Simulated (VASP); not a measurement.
Runs of VASP 6.6.1 on Ca. All rows change the cell; the cell of one of them follows. Symmetry: I4/mmm, No. 139, tetragonal system. The conventional cell has a = 4.256 Å, b = 4.256 Å, c = 4.592 Å, α = 90.00°, β = 90.00°, γ = 90.00°. Ca (site symmetry 4/mmm) is surrounded by 12 Ca at 3.79 to 4.26 Å. This isn't the form of Ca at room conditions, which is fcc.

```csv
cell,further INCAR settings,gap on the mesh (eV),pressure (GPa)
"strain -0.050 along x and y, +0.025 along z, atoms carried along",ALGO = Fast; EDIFF = 1e-07; NBANDS = 11,none,-1.6
"strain +0.000 along x and y, -0.050 along z, atoms carried along",ALGO = Fast; EDIFF = 1e-07; NBANDS = 11,none,-1.9
"strain -0.025 along x and y, -0.050 along z, atoms carried along",ALGO = Fast; EDIFF = 1e-06; NBANDS = 11,none,-1.2
"strain +0.050 along x and y, +0.050 along z, atoms carried along",ALGO = Fast; EDIFF = 1e-06; NBANDS = 11,none,(a)
```

Alike in all rows: task single point; level LDA; potentials or basis VASP PAW LDA potentials, release 64 (Ca_sv); no spin polarisation; k mesh 16 × 16 × 16; cutoff (eV) 520; smearing gaussian 0.15 eV.

Question: Fill in the values left out.

Answer: (a) -3.6.

A gap of «none» marks a metal or a gap under the smearing width.
